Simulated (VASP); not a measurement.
# A VASP study of AlPt (PBEsol): structure first, properties next, part 2 of 4

What structure and properties does PBEsol give AlPt, and how near are they to the measured ones? The start is a computed cell from the Materials Project.

VASP 6.6.1, plane waves and PAW; the level of theory is named at each step.

So far. Step 2 (Relaxing cell and atoms (PBEsol)): It ends with a largest force of 0.002 eV/Å and a pressure of 0.01 GPa. The relaxed cell has a = 4.868 Å (conventional setting).

## 3. Single point with fields (PBEsol)

Level of this step: PBEsol; plane waves and PAW (Al, Pt) (VASP).

The relaxed cell gets a fresh self-consistent run, on a basis set for its own volume, to fix the density and to check the remaining stress.

File INCAR:

```
SYSTEM = AlPt
PREC = Accurate
ENCUT = 400
EDIFF = 1E-06
NELM = 100
ISMEAR = 1
SIGMA = 0.2
LREAL = .FALSE.
ALGO = Normal
GGA = PS
NBANDS = 34
LASPH = .TRUE.
LORBIT = 11
LWAVE = .FALSE.
LCHARG = .TRUE.
ISIF = 2
LELF = .TRUE.
LVHAR = .TRUE.
```

File POSCAR:

```
AlPt
1.0
    4.8679349866      0.0000000000      0.0000000000
    0.0000000000      4.8679349866      0.0000000000
    0.0000000000      0.0000000000      4.8679349866
Al Pt
4 4
Direct
    0.8441660006      0.8441660006      0.8441660006
    0.6558339994      0.1558339994      0.3441660006
    0.3441660006      0.6558339994      0.1558339994
    0.1558339994      0.3441660006      0.6558339994
    0.1541907813      0.1541907813      0.1541907813
    0.3458092187      0.8458092187      0.6541907813
    0.6541907813      0.3458092187      0.8458092187
    0.8458092187      0.6541907813      0.3458092187
```

File KPOINTS:

```
Automatic mesh
0
Gamma
6 6 6
0 0 0
```

The projector-augmented-wave data sets are Al and Pt (PBE family, release 64).

Started as:

```sh
> mpirun -np 4 vasp_std
```

Output:

```text
[banner, memory and clock lines left out]
running    4 mpi-ranks, on    1 nodes
 distrk:  each k-point on    4 cores,    1 groups
 distr:  one band on    1 cores,    4 groups

 POSCAR found type information on POSCAR AlPt
 POSCAR found :  2 types and       8 ions
 [... a notice as in an earlier step ...]

 LDA part: xc-table for (Slater+PW92), standard interpolation
|                                                                             |
|           W    W    AA    RRRRR   N    N  II  N    N   GGGG   !!!           |
|           W    W   A  A   R    R  NN   N  II  NN   N  G    G  !!!           |
|           W    W  A    A  R    R  N N  N  II  N N  N  G       !!!           |
|           W WW W  AAAAAA  RRRRR   N  N N  II  N  N N  G  GGG   !            |
|           WW  WW  A    A  R   R   N   NN  II  N   NN  G    G                |
|           W    W  A    A  R    R  N    N  II  N    N   GGGG   !!!           |
|                                                                             |
|     The number of bands has been changed from the values supplied in        |
|     The orbitals not found in the WAVECAR file will be initialized with     |
|     random numbers, which is usually adequate. For correlated               |
|     calculations, however, you should redo the groundstate calculation.     |
|     I found NBANDS = 34. Now, NBANDS = 36.                                  |
|                                                                             |

 POSCAR, INCAR and KPOINTS ok, starting setup
 FFT: planning ... GRIDC
 FFT: planning ... GRID_SOFT
 FFT: planning ... GRID
 WAVECAR not read
 entering main loop
       N       E                     dE             d eps       ncg     rms          rms(c)
DAV:   1     0.194723571899E+03    0.19472E+03   -0.20505E+04  1728   0.107E+03
DAV:   2    -0.461799614301E+02   -0.24090E+03   -0.22764E+03  1912   0.230E+02
DAV:   3    -0.554572579769E+02   -0.92773E+01   -0.91014E+01  2128   0.407E+01
DAV:   4    -0.555546103540E+02   -0.97352E-01   -0.97222E-01  2004   0.454E+00
DAV:   5    -0.555555894902E+02   -0.97914E-03   -0.97904E-03  1968   0.495E-01    0.217E+01
DAV:   6    -0.529762792967E+02    0.25793E+01   -0.11278E+01  1860   0.197E+01    0.709E+00
DAV:   7    -0.527436746030E+02    0.23260E+00   -0.52327E-01  1860   0.423E+00    0.425E+00
DAV:   8    -0.526561251847E+02    0.87549E-01   -0.67618E-02  1988   0.135E+00    0.764E-01
DAV:   9    -0.526542845744E+02    0.18406E-02   -0.46296E-03  2076   0.381E-01    0.286E-01
DAV:  10    -0.526542341673E+02    0.50407E-04   -0.71911E-04  1904   0.159E-01    0.423E-02
DAV:  11    -0.526542208883E+02    0.13279E-04   -0.32245E-05  1912   0.351E-02    0.161E-02
DAV:  12    -0.526542194643E+02    0.14240E-05   -0.20300E-06  1312   0.749E-03    0.514E-03
DAV:  13    -0.526542191031E+02    0.36114E-06   -0.71965E-07  1000   0.468E-03
   1 F= -.52654219E+02 E0= -.52654700E+02  d E =0.144334E-02
```

The job ended after 16 s (4 MPI ranks of AMD EPYC 7R43, shared host; peak memory 0.42 GiB).

Parts of OUTCAR (step 3):

```text
  LATTYP: Found a simple cubic cell.
 ALAT       =     4.8679349866

 Found     24 irreducible k-points:

   k-points           NKPTS =     24   k-points in BZ     NKDIM =     24   number of bands    NBANDS=     36

   ENCUT  =  400.0 eV  29.40 Ry    5.42 a.u.   7.94  7.94  7.94*2*pi/ulx,y,z

   NELECT =      52.0000    total number of electrons

 E-fermi :  10.5222

 k-point     1 :       0.0000    0.0000    0.0000
  band No.  band energies     occupation
    ...
     23       8.7397      2.00000
     24       8.7397      2.00000
     25      10.2804      2.07084
     26      10.2804      2.07084
     27      10.2804      2.07084
     28      14.7152      0.00000
     29      14.7152      0.00000
     30      14.7152      0.00000
     31      14.8902      0.00000
     32      14.8902      0.00000
    ...

 k-point     2 :       0.1667    0.0000    0.0000
  band No.  band energies     occupation
    ...
     22       8.3423      2.00000
     23       8.7198      2.00000
     24       9.2160      2.00000
     25       9.8785      2.00005
     26      10.1098      2.01303
     27      11.4257     -0.00000
     28      13.4679     -0.00000
     29      13.8406     -0.00000
     30      14.0640     -0.00000
     31      14.0641     -0.00000
    ...

  Total       -0.0010741     -0.0010741     -0.0010741     -0.0000000     -0.0000000      0.0000000
  in kB       -0.0149179     -0.0149179     -0.0149179     -0.0000000     -0.0000000      0.0000000
  external PRESSURE =      -0.0149179 kB  Pullay stress =       0.0000000 kB

  energy-cutoff  :      400.00
  volume of cell :      115.35
      direct lattice vectors                 reciprocal lattice vectors
     4.867934987  0.000000000  0.000000000     0.205425915  0.000000000  0.000000000
     0.000000000  4.867934987  0.000000000     0.000000000  0.205425915  0.000000000
     0.000000000  0.000000000  4.867934987     0.000000000  0.000000000  0.205425915

 POSITION                                       TOTAL-FORCE (eV/Angst)
 -----------------------------------------------------------------------------------
      4.10935      4.10935      4.10935         0.000464      0.000464      0.000464
      3.19256      0.75859      1.67538        -0.000464     -0.000464      0.000464
      1.67538      3.19256      0.75859         0.000464     -0.000464     -0.000464
      0.75859      1.67538      3.19256        -0.000464      0.000464     -0.000464
      0.75059      0.75059      0.75059        -0.000656     -0.000656     -0.000656
      1.68338      4.11734      3.18456         0.000656      0.000656     -0.000656
      3.18456      1.68338      4.11734        -0.000656      0.000656      0.000656
      4.11734      3.18456      1.68338         0.000656     -0.000656      0.000656
 -----------------------------------------------------------------------------------
    total drift:                                0.000000      0.000000      0.000000

  FREE ENERGIE OF THE ION-ELECTRON SYSTEM (eV)
  ---------------------------------------------------
  free  energy   TOTEN  =       -52.6542191031 eV

  energy  without entropy=      -52.6556624479  energy(sigma->0) =      -52.65470022

 total charge
# of ion       s       p       d       tot
------------------------------------------
    1        0.375   0.390   0.000   0.764
    2        0.375   0.390   0.000   0.764
    3        0.375   0.390   0.000   0.764
    4        0.375   0.390   0.000   0.764
    5        0.679   0.668   8.187   9.534
    6        0.679   0.668   8.187   9.534
    7        0.679   0.668   8.187   9.534
    8        0.679   0.668   8.187   9.534
--------------------------------------------------
tot          4.216   4.229  32.748  41.194

[... 4 parts as in an earlier step ...]

[... 6 further parts left out ...]
```

This step gave:

| Quantity | Value |
| --- | --- |
| SCF cycles | 13 |
| bands | 36 |
| free energy (TOTEN) | -52.6542 eV |
| energy at zero smearing | -52.6547 eV |
| pressure | -0.001492 GPa |

Valence electrons inside each PAW sphere by angular momentum. Sphere charges, by row:

| atom | s (e) | p (e) | d (e) | tot (e) |
| --- | --- | --- | --- | --- |
| Al1 | 0.375 | 0.39 | 0 | 0.764 |
| Al2 | 0.375 | 0.39 | 0 | 0.764 |
| Al3 | 0.375 | 0.39 | 0 | 0.764 |
| Al4 | 0.375 | 0.39 | 0 | 0.764 |
| Pt5 | 0.679 | 0.668 | 8.187 | 9.534 |
| Pt6 | 0.679 | 0.668 | 8.187 | 9.534 |
| Pt7 | 0.679 | 0.668 | 8.187 | 9.534 |
| Pt8 | 0.679 | 0.668 | 8.187 | 9.534 |

Electrostatic potential energy in the ac plane at fractional y = 0.154, with atoms of Al and Pt within 0.2 Å of it. With pseudopotentials it is smooth inside the atoms' cores, unlike the true potential.

Ten even steps from '0' (-71 eV) to '9' (1 eV), each cell a mean:
```
98889999888999
99999999878999
99999999878999
99899999989999
98889999999999
99899999999999
99999999878999
99999997424799
98899985000699
75457986001699
41015898535898
30004899888998
41015899999998
74347999999999
```
Columns run along a (4.9 Å; values clipped at the 3rd and 97th percentile), rows up along c (4.9 Å). Atoms in or near the plane, at fractional coordinates: Al at (0.66, 0.34), Pt at (0.15, 0.15).

ELF in the ac plane at fractional y = 0.154, with atoms of Al and Pt within 0.2 Å of it. It is the smooth field of the valence electrons, not physical close to the nuclei.

Values, 14 rows by 14 columns, each cell a mean:
```
0.33 0.36 0.36 0.33 0.27 0.24 0.24 0.27 0.34 0.41 0.42 0.39 0.35 0.32
0.37 0.38 0.38 0.35 0.31 0.27 0.24 0.27 0.33 0.39 0.44 0.42 0.39 0.37
0.40 0.42 0.44 0.42 0.37 0.31 0.27 0.27 0.32 0.37 0.43 0.43 0.42 0.40
0.37 0.40 0.47 0.50 0.44 0.34 0.30 0.29 0.32 0.37 0.40 0.41 0.41 0.38
0.30 0.36 0.50 0.55 0.48 0.37 0.32 0.34 0.37 0.41 0.42 0.40 0.36 0.31
0.27 0.37 0.49 0.54 0.47 0.37 0.36 0.41 0.49 0.53 0.49 0.39 0.29 0.24
0.31 0.42 0.48 0.48 0.42 0.38 0.40 0.44 0.47 0.47 0.41 0.34 0.27 0.25
0.38 0.42 0.43 0.41 0.39 0.40 0.43 0.36 0.21 0.15 0.15 0.25 0.33 0.34
0.40 0.40 0.39 0.36 0.36 0.45 0.50 0.31 0.05 0.01 0.05 0.27 0.46 0.45
0.41 0.29 0.22 0.28 0.38 0.48 0.59 0.43 0.09 0.01 0.09 0.39 0.55 0.48
0.29 0.07 0.02 0.08 0.31 0.46 0.56 0.52 0.28 0.17 0.26 0.46 0.50 0.45
0.18 0.02 0.04 0.02 0.23 0.39 0.44 0.48 0.47 0.46 0.45 0.44 0.39 0.37
0.22 0.05 0.02 0.05 0.24 0.31 0.33 0.39 0.47 0.51 0.46 0.38 0.31 0.31
0.32 0.23 0.18 0.23 0.29 0.25 0.26 0.30 0.38 0.43 0.41 0.36 0.31 0.29
```
Columns run along a (4.9 Å), rows up along c (4.9 Å). Atoms in or near the plane, at fractional coordinates: Al at (0.66, 0.34), Pt at (0.15, 0.15).

Valence density in the ac plane at fractional y = 0.154, with atoms of Al and Pt within 0.2 Å of it. It is the smooth field of the valence electrons, not physical close to the nuclei.

Values in e/Å³, 14 rows by 14 columns, each cell a mean:
```
0.4 0.6 0.7 0.5 0.3 0.2 0.2 0.3 0.5 0.6 0.6 0.4 0.3 0.3
0.3 0.3 0.3 0.3 0.2 0.2 0.3 0.4 0.7 0.9 0.7 0.5 0.3 0.2
0.2 0.2 0.3 0.3 0.2 0.2 0.3 0.4 0.6 0.8 0.7 0.5 0.3 0.2
0.2 0.2 0.2 0.3 0.3 0.3 0.3 0.3 0.5 0.6 0.5 0.4 0.2 0.2
0.2 0.2 0.2 0.3 0.3 0.3 0.3 0.3 0.3 0.4 0.3 0.2 0.2 0.2
0.2 0.2 0.2 0.3 0.3 0.2 0.2 0.2 0.3 0.3 0.2 0.2 0.2 0.1
0.2 0.2 0.2 0.3 0.2 0.2 0.2 0.2 0.2 0.2 0.2 0.2 0.1 0.1
0.2 0.3 0.3 0.3 0.3 0.2 0.2 0.2 0.1 0.1 0.1 0.2 0.2 0.2
0.4 0.5 0.6 0.5 0.4 0.3 0.2 0.2 0.1 0.0 0.1 0.2 0.2 0.3
0.8 1.3 1.5 1.3 0.7 0.4 0.3 0.2 0.1 0.0 0.1 0.2 0.3 0.4
1.4 2.3 2.7 2.2 1.3 0.6 0.3 0.2 0.2 0.1 0.2 0.2 0.3 0.6
1.7 2.8 3.4 2.7 1.5 0.6 0.3 0.2 0.2 0.2 0.2 0.3 0.3 0.7
1.4 2.4 2.8 2.3 1.3 0.5 0.3 0.2 0.3 0.3 0.3 0.3 0.3 0.6
0.8 1.5 1.7 1.4 0.7 0.3 0.2 0.3 0.3 0.4 0.4 0.3 0.3 0.4
```
Columns run along a (4.9 Å), rows up along c (4.9 Å). Atoms in or near the plane, at fractional coordinates: Al at (0.66, 0.34), Pt at (0.15, 0.15).

In this run the pressure is 0.00 GPa, small enough to go on.

## 4. Band structure (PBEsol)

The mesh alone shows little of the dispersion and can miss band extrema, so KPOINTS_OPT adds a path through the symmetry points after the self-consistent cycle.

File INCAR:

```
SYSTEM = AlPt
PREC = Accurate
ENCUT = 400
EDIFF = 1E-06
NELM = 100
ISMEAR = 1
SIGMA = 0.2
LREAL = .FALSE.
ALGO = Normal
GGA = PS
NBANDS = 46
LASPH = .TRUE.
LORBIT = 11
LWAVE = .FALSE.
LCHARG = .FALSE.
KPAR = 4
```

POSCAR is that of step 3.

KPOINTS is that of step 3.

File KPOINTS_OPT:

```
Line mode
12
Line-mode
Reciprocal
  0.00000000   0.00000000   0.00000000 GAMMA
  0.00000000   0.50000000   0.00000000 X

  0.00000000   0.50000000   0.00000000 X
  0.50000000   0.50000000   0.00000000 M

  0.50000000   0.50000000   0.00000000 M
  0.00000000   0.00000000   0.00000000 GAMMA

  0.00000000   0.00000000   0.00000000 GAMMA
  0.50000000   0.50000000   0.50000000 R

  0.50000000   0.50000000   0.50000000 R
  0.00000000   0.50000000   0.00000000 X

  0.50000000   0.50000000   0.00000000 M
  0.50000000   0.50000000   0.50000000 R
```

Started as:

```sh
> mpirun -np 4 vasp_std
```

Output:

```text
[banner, memory and clock lines left out]
running    4 mpi-ranks, on    1 nodes
 distrk:  each k-point on    1 cores,    4 groups
 distr:  one band on    1 cores,    1 groups

 POSCAR found type information on POSCAR AlPt
 POSCAR found :  2 types and       8 ions
 [... a notice as in an earlier step ...]

 LDA part: xc-table for (Slater+PW92), standard interpolation
 POSCAR, INCAR and KPOINTS ok, starting setup
 FFT: planning ... GRIDC
 FFT: planning ... GRID_SOFT
 FFT: planning ... GRID
 WAVECAR not read
 entering main loop
       N       E                     dE             d eps       ncg     rms          rms(c)
DAV:   1     0.192316745921E+03    0.19232E+03   -0.19800E+04  2208   0.834E+02
DAV:   2    -0.477439722380E+02   -0.24006E+03   -0.22318E+03  2468   0.199E+02
DAV:   3    -0.555000652125E+02   -0.77561E+01   -0.76623E+01  2680   0.337E+01
DAV:   4    -0.555549388139E+02   -0.54874E-01   -0.54856E-01  2482   0.318E+00
DAV:   5    -0.555555965861E+02   -0.65777E-03   -0.65777E-03  2552   0.365E-01    0.217E+01
DAV:   6    -0.529802080309E+02    0.25754E+01   -0.72954E+00  2354   0.154E+01    0.715E+00
DAV:   7    -0.527440237775E+02    0.23618E+00   -0.35465E-01  2346   0.325E+00    0.422E+00
DAV:   8    -0.526560826447E+02    0.87941E-01   -0.57034E-02  2434   0.107E+00    0.727E-01
DAV:   9    -0.526542678422E+02    0.18148E-02   -0.32341E-03  2586   0.262E-01    0.260E-01
DAV:  10    -0.526542251616E+02    0.42681E-04   -0.45919E-04  2450   0.105E-01    0.326E-02
DAV:  11    -0.526542211262E+02    0.40354E-05   -0.13827E-05  2496   0.211E-02    0.153E-02
DAV:  12    -0.526542194181E+02    0.17081E-05   -0.13330E-06  1684   0.561E-03    0.439E-03
DAV:  13    -0.526542190630E+02    0.35516E-06   -0.13262E-07  1266   0.169E-03
   1 F= -.52654219E+02 E0= -.52654700E+02  d E =0.144341E-02
 Start KPOINTS_OPT (optional k-point list driver)
k-point batch [1-24\72]
       N       E                     dE             ncg
DAV:   1     0.137605498333E+05   -0.38969E+04     2208
DAV:   2     0.801599468674E+04   -0.57446E+04     2490
DAV:   3     0.783878744852E+04   -0.17721E+03     2552
DAV:   4     0.783735154070E+04   -0.14359E+01     2428
DAV:   5     0.783733068897E+04   -0.20852E-01     2460
DAV:   6     0.783733029890E+04   -0.39007E-03     2436
DAV:   7     0.783733029066E+04   -0.82345E-05     2462
DAV:   8     0.783733029049E+04   -0.17088E-06     1632
[...]
k-point batch [49-72\72]
       N       E                     dE             ncg
DAV:   1     0.137371349381E+05   -0.17495E+05     2208
DAV:   2     0.787734620077E+04   -0.58598E+04     2486
DAV:   3     0.770379235789E+04   -0.17355E+03     2732
DAV:   4     0.770241986549E+04   -0.13725E+01     2512
DAV:   5     0.770239970782E+04   -0.20158E-01     2504
DAV:   6     0.770239932713E+04   -0.38069E-03     2584
DAV:   7     0.770239931907E+04   -0.80566E-05     2486
DAV:   8     0.770239931891E+04   -0.16164E-06     1768
```

Elapsed: 45 s, on 4 MPI ranks; peak memory 0.91 GiB.

From OUTCAR (step 4):

```text
 Found     24 irreducible k-points:

   k-points           NKPTS =     24   k-points in BZ     NKDIM =     24   number of bands    NBANDS=     46

   NELECT =      52.0000    total number of electrons

 E-fermi :  10.5222

 k-point     2 :       0.1667    0.0000    0.0000
  band No.  band energies     occupation
    ...
     22       8.3422      2.00000
     23       8.7198      2.00000
     24       9.2160      2.00000
     25       9.8785      2.00005
     26      10.1098      2.01303
     27      11.4257     -0.00000
     28      13.4679     -0.00000
     29      13.8406     -0.00000
     30      14.0640     -0.00000
     31      14.0641     -0.00000
    ...

 k-point     3 :       0.3333    0.0000    0.0000
  band No.  band energies     occupation
    ...
     22       8.3140      2.00000
     23       8.8112      2.00000
     24       9.0292      2.00000
     25       9.6920      2.00000
     26      10.1785      2.03552
     27      11.6781     -0.00000
     28      12.6302     -0.00000
     29      13.3468     -0.00000
     30      13.4183     -0.00000
     31      13.9690     -0.00000
    ...

  Total        0.0014635      0.0014635      0.0014635     -0.0000000     -0.0000000      0.0000000
  in kB        0.0203263      0.0203263      0.0203263     -0.0000000     -0.0000000      0.0000000
  external PRESSURE =       0.0203263 kB  Pullay stress =       0.0000000 kB

 POSITION                                       TOTAL-FORCE (eV/Angst)
 -----------------------------------------------------------------------------------
      4.10935      4.10935      4.10935         0.000470      0.000470      0.000470
      3.19256      0.75859      1.67538        -0.000470     -0.000470      0.000470
      1.67538      3.19256      0.75859         0.000470     -0.000470     -0.000470
      0.75859      1.67538      3.19256        -0.000470      0.000470     -0.000470
      0.75059      0.75059      0.75059        -0.000649     -0.000649     -0.000649
      1.68338      4.11734      3.18456         0.000649      0.000649     -0.000649
      3.18456      1.68338      4.11734        -0.000649      0.000649      0.000649
      4.11734      3.18456      1.68338         0.000649     -0.000649      0.000649
 -----------------------------------------------------------------------------------
    total drift:                                0.000000      0.000000      0.000000

  FREE ENERGIE OF THE ION-ELECTRON SYSTEM (eV)
  ---------------------------------------------------
  free  energy   TOTEN  =       -52.6542190630 eV

  energy  without entropy=      -52.6556624690  energy(sigma->0) =      -52.65470020

[... 11 parts as in an earlier step ...]

[... 3 further parts left out ...]
```

Spin-orbit coupling is off here; with elements this heavy it splits and shifts levels by tenths of an eV or more.

This step gave:

```yaml
bands: 46
pressure: 0.002033 GPa
```

Electronic bands along the path, in eV, zero at the Fermi level; # counts the bands kept:

| point | #23 | #24 | #25 | #26 | #27 | #28 | #29 | #30 |
| --- | --- | --- | --- | --- | --- | --- | --- | --- |
| Γ | -1.78 | -1.78 | -0.24 | -0.24 | -0.24 | 4.19 | 4.19 | 4.19 |
| 0.45 of the way | -1.72 | -1.42 | -0.55 | -0.53 | 1.34 | 2.56 | 2.86 | 3.25 |
| X | -1.54 | -1.54 | -0.73 | -0.73 | 1.20 | 1.20 | 2.70 | 2.70 |
| 0.55 of the way | -1.79 | -1.79 | -0.28 | -0.28 | 1.39 | 1.39 | 3.20 | 3.20 |
| M | -2.23 | -2.23 | 0.32 | 0.32 | 1.28 | 1.28 | 2.77 | 2.77 |
| 0.45 of the way | -1.88 | -1.30 | -0.88 | -0.39 | 1.60 | 2.37 | 2.56 | 3.27 |
| Γ | -1.78 | -1.78 | -0.24 | -0.24 | -0.24 | 4.19 | 4.19 | 4.19 |
| 0.45 of the way | -2.18 | -1.74 | -0.60 | -0.25 | 0.84 | 2.59 | 2.72 | 3.24 |
| R | -2.54 | -2.54 | -0.84 | -0.84 | -0.84 | -0.84 | 6.49 | 6.49 |
| 0.55 of the way | -1.83 | -1.83 | -1.09 | -1.09 | 1.50 | 1.50 | 3.39 | 3.39 |
| X | -1.54 | -1.54 | -0.73 | -0.73 | 1.20 | 1.20 | 2.70 | 2.70 |
| jump to M | -2.23 | -2.23 | 0.32 | 0.32 | 1.28 | 1.28 | 2.77 | 2.77 |
| 0.45 of the way | -2.34 | -2.34 | -0.70 | -0.70 | 0.40 | 0.40 | 4.39 | 4.39 |
| R | -2.54 | -2.54 | -0.84 | -0.84 | -0.84 | -0.84 | 6.49 | 6.49 |

Of the projections kept (Al, Pt), the largest for each band there; the rest of the weight can lie on other orbitals:

| point | #23 | #24 | #25 | #26 | #27 | #28 | #29 | #30 |
| --- | --- | --- | --- | --- | --- | --- | --- | --- |
| Γ | Pt 0.96 | Pt 0.96 | Pt 0.92 | Pt 0.92 | Pt 0.92 | Pt 0.64 | Pt 0.64 | Pt 0.64 |
| X | Pt 0.94 | Pt 0.94 | Pt 0.89 | Pt 0.89 | Pt 0.93 | Pt 0.93 | Pt 0.79 | Pt 0.79 |
| M | Pt 0.98 | Pt 0.98 | Pt 0.84 | Pt 0.84 | Pt 0.80 | Pt 0.80 | Pt 0.88 | Pt 0.88 |
| Γ | Pt 0.96 | Pt 0.96 | Pt 0.92 | Pt 0.92 | Pt 0.92 | Pt 0.64 | Pt 0.64 | Pt 0.64 |
| R | Pt 0.98 | Pt 0.98 | Pt 0.94 | Pt 0.94 | Pt 0.94 | Pt 0.94 | Al 0.66 | Al 0.66 |
| X | Pt 0.94 | Pt 0.94 | Pt 0.89 | Pt 0.89 | Pt 0.93 | Pt 0.93 | Pt 0.79 | Pt 0.79 |

There is no gap at this level.

(Continued in part 3 of 4.)

[Lines on the potential files, build, host, timing and source positions are cut from VASP's logs without a mark.]

[Logs are printed without paths, hosts, clocks, repeated set-up lines and the standing remarks that a program may print on its own settings, such as how far it seeks lower states.]

[Hosts, paths, dates, database ids (printed as entryN), source tags and the programs' standing remarks are cut or masked in the printed files.]

[A measured line is paired with the nearest computed mode of its activity, which favours agreement.]
